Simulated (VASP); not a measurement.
# Mg6FeBi (Amm2) in VASP: further runs

Aim: see how the results for Mg6FeBi move with the level of theory and the settings. Levels: RPBE, BLYP. Tasks: single point.

Program: VASP 6.6.1. These are calculated values, not measurements. Logs are shortened: lines on timing, memory, paths and dates and some standing lists are left out, and cuts for length are marked.

**1. The structure**

The structure is orthorhombic, space group Amm2 (No. 38). The conventional cell has a = 5.005 Å, b = 6.329 Å, c = 10.930 Å, α = 90.00°, β = 90.00°, γ = 90.00°. Around Bi (site symmetry mm2) lie 10 Mg at 3.04 to 3.27 Å and 2 Fe at 3.16 Å. Fe (site symmetry mm2) has 8 Mg at 2.92 to 3.17 Å and 2 Bi at 3.16 Å as nearest neighbours. Mg (site symmetry mm2) is surrounded by 10 Mg at 3.08 to 3.18 Å and 2 Bi at 3.16 Å. Mg (site symmetry m) has 2 Fe at 3.01 Å and 8 Mg at 3.01 to 3.32 Å and 2 Bi at 3.04 to 3.27 Å as nearest neighbours. Around Mg (site symmetry mm2) lie 10 Mg at 3.09 to 3.18 Å and 2 Fe at 3.17 Å. Mg (site symmetry m) is surrounded by 1 Fe at 2.92 Å and 8 Mg at 3.00 to 3.33 Å and 2 Bi at 3.18 Å.

The cell comes from a database or a generator and needn't be the stable form of this composition.

**2. Single point, RPBE, collinear spin, ferromagnetic start**

INCAR reads:

```
PREC = Accurate
ENCUT = 520
EDIFF = 1E-6
ISMEAR = 0
SIGMA = 0.02
LREAL = F
LASPH = T
NELM = 100
ALGO = Normal
ISIF = 2
LWAVE = F
LCHARG = F
ISPIN = 2
MAGMOM = 0 3 0 0 0 0 0 0
LORBIT = 11
LMAXMIX = 4
GGA = RP
NBANDS = 52
```

KPOINTS reads:

```
Automatic mesh
0
Gamma
  6 5 5
```

POSCAR reads:

```
Mg6FeBi
5.005
    0.999995404595      0.000000000000      0.000000000000
    0.000000000000      0.632311588412      1.091878721279
    0.000000000000     -0.632311588412      1.091878721279
Bi Fe Mg
1 1 6
Direct
    0.5000000000      0.6707750000      0.6707750000
    0.0000000000      0.8474200000      0.8474200000
    0.5000000000      0.1684670000      0.1684670000
    0.5000000000      0.6748660000      0.1504060000
    0.5000000000      0.1504060000      0.6748660000
    0.0000000000      0.3339550000      0.3339550000
    0.0000000000      0.8403950000      0.3137150000
    0.0000000000      0.3137150000      0.8403950000
```

Potentials or basis: VASP PAW PBE potentials, release 64 (Bi_d, Fe_pv, Mg_pv).

Launch:

```sh
$ cat potpaw_PBE.64/Bi_d/POTCAR potpaw_PBE.64/Fe_pv/POTCAR potpaw_PBE.64/Mg_pv/POTCAR > POTCAR
$ mpirun -np 1 vasp_std > vasp.out
```

OUTCAR:

```text
PREC = Accurate
   ENCUT = 520
   EDIFF = 1E-6
   ISMEAR = 0
   LREAL = F
   LASPH = T
   NELM = 100
   ISIF = 2
   ISPIN = 2
   LORBIT = 11
   GGA = RP

 ion  position               nearest neighbor table
   1  0.500  0.671  0.671-   4 3.04   5 3.04   2 3.16   2 3.16   3 3.16   3 3.16   8 3.18   7 3.18
                             7 3.18   8 3.18
   2  0.000  0.847  0.847-   1 3.16   1 3.16
   3  0.500  0.168  0.168-   1 3.16   1 3.16
   4  0.500  0.675  0.150-   1 3.04
   5  0.500  0.150  0.675-   1 3.04
   6  0.000  0.334  0.334-
   7  0.000  0.840  0.314-   1 3.18   1 3.18
   8  0.000  0.314  0.840-   1 3.18   1 3.18

  LATTYP: Found a base centered orthorhombic cell.
 ALAT       =     6.3294390000
 B/A-ratio  =     1.7268048558
 C/A-ratio  =     0.7907457517

  Lattice vectors:

 A1 = (   0.0000000000,   3.1647195000,  -5.4648530000)
 A2 = (   0.0000000000,   3.1647195000,   5.4648530000)
 A3 = (   5.0049770000,   0.0000000000,   0.0000000000)

Analysis of symmetry for initial positions (statically):
=====================================================================
 Subroutine PRICEL returns:
 Original cell was already a primitive cell.

 Routine SETGRP: Setting up the symmetry group for a
 base centered orthorhombic supercell.

 Subroutine GETGRP returns: Found  4 space group operations
 (whereof  4 operations were pure point group operations)
 out of a pool of  8 trial point group operations.

The static configuration has the point symmetry C_2v.

Analysis of symmetry for dynamics (positions and initial velocities):
=====================================================================
 Subroutine PRICEL returns:
 Original cell was already a primitive cell.

 Routine SETGRP: Setting up the symmetry group for a
 base centered orthorhombic supercell.

 Subroutine GETGRP returns: Found  4 space group operations
 (whereof  4 operations were pure point group operations)
 out of a pool of  8 trial point group operations.

The dynamic configuration has the point symmetry C_2v.

Analysis of structural, dynamic, and magnetic symmetry:
=====================================================================
 Subroutine PRICEL returns:
 Original cell was already a primitive cell.

 Routine SETGRP: Setting up the symmetry group for a
 base centered orthorhombic supercell.

 Subroutine GETGRP returns: Found  4 space group operations
 (whereof  4 operations were pure point group operations)
 out of a pool of  8 trial point group operations.

[... 155 lines left out ...]
  ext. energy  EPLUGINS =         0.00000000
  ---------------------------------------------------
  free energy    TOTEN  =       -18.40924852 eV

  energy without entropy =      -18.40882470  energy(sigma->0) =      -18.40903661

 E-fermi :   4.1544     XC(G=0):  -9.4361

 val. band max:        4.1462716526   @ k =   0.5000   0.2000   0.2000
 cond. band min:       4.1723195462   @ k =   0.5000  -0.4000   0.4000
 fundamental gap:      0.0260478935
 Fermi energy:         4.1543955433

 spin component 1

 k-point     1 :       0.0000    0.0000    0.0000
  band No.  band energies     occupation
      1     -50.3857      1.00000
      2     -50.3458      1.00000
      3     -50.3203      1.00000
      4     -38.6677      1.00000
      5     -38.6522      1.00000
      6     -38.6396      1.00000
[... 1261 lines left out ...]
     49       9.1732      0.00000
     50       9.2780      0.00000

 [... further k-points ...]

 spin component 2

 k-point     1 :       0.0000    0.0000    0.0000
  band No.  band energies     occupation
      1     -47.3938      1.00000
      2     -47.3893      1.00000
      3     -47.3801      1.00000
      4     -38.6618      1.00000
      5     -38.6514      1.00000
      6     -38.6419      1.00000
[... 1261 lines left out ...]
     49       9.2608      0.00000
     50       9.2771      0.00000

 [... further k-points ...]

 [bands above 50 left out]

------------------------ aborting loop because EDIFF is reached ----------------------------------------

  FORCE on cell =-STRESS in cart. coord.  units (eV):
  Direction    XX          YY          ZZ          XY          YZ          ZX
  --------------------------------------------------------------------------------------
  -------------------------------------------------------------------------------------
  Total        1.1032627      2.3092865      1.9481373      0.0000000      0.0000000      0.0000000
  in kB       10.2104229     21.3718742     18.0295278      0.0000000      0.0000000      0.0000000
  external PRESSURE =      16.5372750 kB  Pullay stress =       0.0000000 kB

 VOLUME and BASIS-vectors are now :
 -----------------------------------------------------------------------------
  energy-cutoff  :      520.00
  volume of cell :      173.12
      direct lattice vectors                 reciprocal lattice vectors
     5.004977000  0.000000000  0.000000000     0.199801118  0.000000000  0.000000000
     0.000000000  3.164719500  5.464853000     0.000000000  0.157991885  0.091493769
     0.000000000 -3.164719500  5.464853000     0.000000000 -0.157991885  0.091493769

 POSITION                                       TOTAL-FORCE (eV/Angst)
 -----------------------------------------------------------------------------------
      2.50249      0.00000      7.33137         0.000000     -0.000000     -0.115564
      0.00000      0.00000      9.26205         0.000000     -0.000000      0.101359
      2.50249      0.00000      1.84129         0.000000     -0.000000      0.007057
      2.50249      1.65977      4.50999         0.000000     -0.097287      0.003346
      2.50249     -1.65977      4.50999         0.000000      0.097287      0.003346
      0.00000      0.00000      3.65003         0.000000     -0.000000     -0.029397
      0.00000      1.66679      6.30704         0.000000      0.007507      0.014926
      0.00000     -1.66679      6.30704         0.000000     -0.007507      0.014926
 -----------------------------------------------------------------------------------
    total drift:                               -0.000000     -0.000000      0.001044

  FREE ENERGIE OF THE ION-ELECTRON SYSTEM (eV)
  ---------------------------------------------------
  free  energy   TOTEN  =       -18.4092485155 eV

  energy  without entropy=      -18.4088247014  energy(sigma->0) =      -18.40903661

 total charge

# of ion       s       p       d       tot
------------------------------------------
    1        1.492   1.517   9.916  12.925
    2        0.278   6.155   6.041  12.474
    3        0.203   6.084   0.016   6.303
    4        0.193   6.085   0.017   6.295
    5        0.193   6.085   0.017   6.295
    6        0.196   6.089   0.011   6.296
    7        0.195   6.082   0.016   6.293
    8        0.195   6.082   0.016   6.293
--------------------------------------------------
tot          2.945  44.180  16.050  63.174

 magnetization (x)

# of ion       s       p       d       tot
------------------------------------------
    1        0.011  -0.011  -0.002  -0.002
    2        0.032   0.017   2.664   2.713
    3        0.004   0.007  -0.000   0.011
    4       -0.008  -0.004  -0.001  -0.013
    5       -0.008  -0.004  -0.001  -0.013
    6       -0.005  -0.004  -0.000  -0.009
    7       -0.006  -0.003  -0.000  -0.009
    8       -0.006  -0.003  -0.000  -0.009
--------------------------------------------------
tot          0.015  -0.005   2.659   2.668
```

Run time: 9.4 min. Hardware: 1 thread of Intel Xeon Platinum 8488C (Sapphire Rapids), shared host; peak memory 0.66 GiB.

Results:

* Free energy: -18.4092 eV
* Pressure: 1.7 GPa
* Largest force: 0.116 eV/Å
* Band gap on the k mesh: none (metal or under the smearing width)
* Net moment: 2.60 μB per cell
* Site moments: Bi -0.00; Fe +2.71; Mg +0.01, -0.01 μB
* Valence electrons inside the program's atomic spheres: Bi 12.93; Fe 12.47; Mg 6.30, 6.29

Forces in eV/Å, atoms in the order of the input:
```
Bi   0.000  0.000 -0.116
Fe   0.000  0.000  0.101
Mg   0.000  0.000  0.007
Mg   0.000 -0.097  0.003
Mg   0.000  0.097  0.003
Mg   0.000  0.000 -0.029
Mg   0.000  0.008  0.015
Mg   0.000 -0.008  0.015
```

Caveat: the PAW data sets were made with another functional, which shifts forces and pressure a little; spin-orbit coupling is left out, which moves the levels of the heavy elements.

**3. Single point, RPBE, collinear spin, ferromagnetic start**

run.py reads:

```python
from ase.calculators.vasp import Vasp
from ase.dft.bandgap import bandgap
from ase.spacegroup import crystal

atoms = crystal(
    ['Bi', 'Fe', 'Mg', 'Mg', 'Mg', 'Mg'],
    basis=[[0.5, 0.5, 0.170775], [0.0, 0.5, 0.34742], [0.5, 0.5, 0.668467], [0.5, 0.76223, 0.912636], [0.0, 0.5, 0.833955], [0.0, 0.76334, 0.077055]],
    spacegroup=38,
    setting=1,
    cellpar=[5.004977, 6.329439, 10.929706, 90.0, 90.0, 90.0],
    primitive_cell=True,
)
atoms.set_initial_magnetic_moments([0.0, 0.0, 0.0, 0.0, 0.0, 3.0, 0.0, 0.0])
calc = Vasp(
    directory='calc',
    xc='rpbe',
    pp='PBE',
    setups='materialsproject',
    prec='Accurate',
    encut=520,
    ediff=1e-06,
    ismear=0,
    sigma=0.02,
    lreal=False,
    lasph=True,
    nelm=120,
    algo='Normal',
    isif=2,
    lwave=False,
    lcharg=True,
    ispin=2,
    lorbit=11,
    lmaxmix=4,
    lelf=True,
    lvhar=True,
    kpts=[5, 5, 6],
    gamma=True,
    nbands=52,
)
atoms.calc = calc

print('energy (eV):', atoms.get_potential_energy())
print('free energy (eV):', atoms.get_potential_energy(force_consistent=True))
print('forces (eV/A):')
print(atoms.get_forces())
print('stress (eV/A^3, Voigt):', atoms.get_stress())
print('Fermi level (eV):', calc.get_fermi_level())
print('moment (muB):', atoms.get_magnetic_moment())
print('site moments (muB):', atoms.get_magnetic_moments())
gap, top, bottom = bandgap(calc)
print('band gap (eV):', gap, 'from (spin, k, band)', top, 'to', bottom)
```

Potentials or basis: VASP PAW PBE potentials, release 64 (Mg_pv, Bi_d, Fe_pv).

Launch:

```sh
$ python run.py
```

Log:

```text
energy (eV): -18.40903615
free energy (eV): -18.40924806
forces (eV/A):
[[ 0.         -0.          0.0070603 ]
 [ 0.         -0.09728225  0.00334364]
 [ 0.          0.09728225  0.00334364]
 [ 0.         -0.         -0.02939559]
 [ 0.         -0.         -0.11556567]
 [ 0.         -0.          0.10135896]
 [ 0.          0.00751715  0.01492736]
 [ 0.         -0.00751715  0.01492736]]
stress (eV/A^3, Voigt): [-0.00637263 -0.013339   -0.01125296 -0.         -0.         -0.        ]
Fermi level (eV): 4.15439564
moment (muB): 2.5958048
site moments (muB): [ 1.100e-02 -1.300e-02 -1.300e-02 -9.000e-03 -2.000e-03  2.713e+00
 -9.000e-03 -9.000e-03]
band gap (eV): 0.0 from (spin, k, band) (None, None, None) to (None, None, None)
```

OUTCAR:

```text
ENCUT = 520.000000
   EDIFF = 1.00e-06
   GGA = RP
   PREC = Accurate
   ISIF = 2
   ISMEAR = 0
   ISPIN = 2
   LORBIT = 11
   NELM = 120
   LASPH = .TRUE.
   LREAL = .FALSE.

 ion  position               nearest neighbor table
   1  0.832  0.168  0.500-   7 3.16   7 3.16
   2  0.850  0.675  0.500-   7 3.04
   3  0.325  0.150  0.500-   7 3.04
   4  0.666  0.334  0.000-
   5  0.686  0.840  0.000-   7 3.18   7 3.18
[... 2808 lines left out ...]
    total drift:                                0.000000      0.000000      0.001053

  FREE ENERGIE OF THE ION-ELECTRON SYSTEM (eV)
  ---------------------------------------------------
  free  energy   TOTEN  =       -18.4092480590 eV

  energy  without entropy=      -18.4088242469  energy(sigma->0) =      -18.40903615

 total charge

# of ion       s       p       d       tot
------------------------------------------
    1        0.203   6.084   0.016   6.303
    2        0.193   6.085   0.017   6.295
    3        0.193   6.085   0.017   6.295
    4        0.196   6.089   0.011   6.296
    5        0.195   6.082   0.016   6.293
    6        0.195   6.082   0.016   6.293
    7        1.492   1.517   9.916  12.925
    8        0.278   6.155   6.041  12.474
--------------------------------------------------
tot          2.945  44.180  16.050  63.174

 magnetization (x)

# of ion       s       p       d       tot
------------------------------------------
    1        0.004   0.007  -0.000   0.011
    2       -0.008  -0.004  -0.001  -0.013
    3       -0.008  -0.004  -0.001  -0.013
    4       -0.005  -0.004  -0.000  -0.009
    5       -0.006  -0.003  -0.000  -0.009
    6       -0.006  -0.003  -0.000  -0.009
    7        0.011  -0.011  -0.002  -0.002
    8        0.032   0.017   2.664   2.713
--------------------------------------------------
tot          0.015  -0.005   2.659   2.668
```

INCAR:

```text
ENCUT = 520.000000
SIGMA = 0.020000
EDIFF = 1.00e-06
ALGO = Normal
GGA = RP
PREC = Accurate
ISIF = 2
ISMEAR = 0
ISPIN = 2
LMAXMIX = 4
LORBIT = 11
NBANDS = 52
NELM = 120
LASPH = .TRUE.
LCHARG = .TRUE.
LELF = .TRUE.
LVHAR = .TRUE.
LWAVE = .FALSE.
LREAL = .FALSE.
MAGMOM = 7*0.0000 1*3.0000
```

Run time: 8.9 min. Hardware: 1 thread of Intel Xeon Platinum 8488C (Sapphire Rapids), shared host; peak memory 0.67 GiB.

Results:

* Free energy: -18.4092 eV
* Pressure: 1.7 GPa
* Largest force: 0.116 eV/Å
* Band gap on the k mesh: none (metal or under the smearing width)
* Net moment: 2.60 μB per cell
* Site moments: Mg +0.01, -0.01; Bi -0.00; Fe +2.71 μB
* Valence electrons inside the program's atomic spheres: Mg 6.30, 6.29; Bi 12.93; Fe 12.47

Forces on the atoms (eV/Å):
```
Mg   0.000  0.000  0.007
Mg   0.000 -0.097  0.003
Mg   0.000  0.097  0.003
Mg   0.000  0.000 -0.029
Bi   0.000  0.000 -0.116
Fe   0.000  0.000  0.101
Mg   0.000  0.008  0.015
Mg   0.000 -0.008  0.015
```

Stress tensor (GPa, compression positive):
```
1.02 0.00 0.00
0.00 2.14 0.00
0.00 0.00 1.80
```

Caveat: the PAW data sets were made with another functional, which shifts forces and pressure a little; spin-orbit coupling is left out, which moves the levels of the heavy elements.

(Continued in part 2 of 2.)
